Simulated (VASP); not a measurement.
Here is a VASP 6.6.1 calculation.

INCAR

```
ALGO = Normal ; EDIFF = 1E-7
EDIFFG = -0.01 ; ENCUT = 520
GGA = RE ; IBRION = 2
ISIF = 2 ; ISMEAR = 0
LASPH = T ; LCHARG = F
LREAL = F ; LWAVE = F
NELM = 60 ; NSW = 40
PREC = Accurate ; SIGMA = 0.01
```

Contents of KPOINTS:

```
k-points
0
Gamma
  1 1 1
```

File POSCAR:

```
InHBr2O
1.0
   13.0000000000      0.0000000000      0.0000000000
    0.0000000000     13.0000000000      0.0000000000
    0.0000000000      0.0000000000     12.0000000000
O In Br H
1 1 2 1
Direct
    0.4860500000      0.6097807700      0.5136916700
    0.4951423100      0.4591423100      0.5067583300
    0.6378192300      0.3718500000      0.6005083300
    0.3641807700      0.3642269200      0.4051583300
    0.5417500000      0.6390038500      0.5558833300
```

Potentials or basis: VASP PAW PBE potentials, release 64 (O, In_d, Br, H).

The run is started by

```console
$ cat potpaw_PBE.64/O/POTCAR potpaw_PBE.64/In_d/POTCAR potpaw_PBE.64/Br/POTCAR potpaw_PBE.64/H/POTCAR > POTCAR
$ mpirun -np 1 vasp_gam > vasp.out
```

(1) Estimate the energy gained by relaxing.

(2) Predict the gap between the frontier levels.

Answers

(1) 8.3 meV/atom.

(2) 3.65 eV.

Caveat: spin-orbit coupling is left out, which moves the levels of the heavy elements.
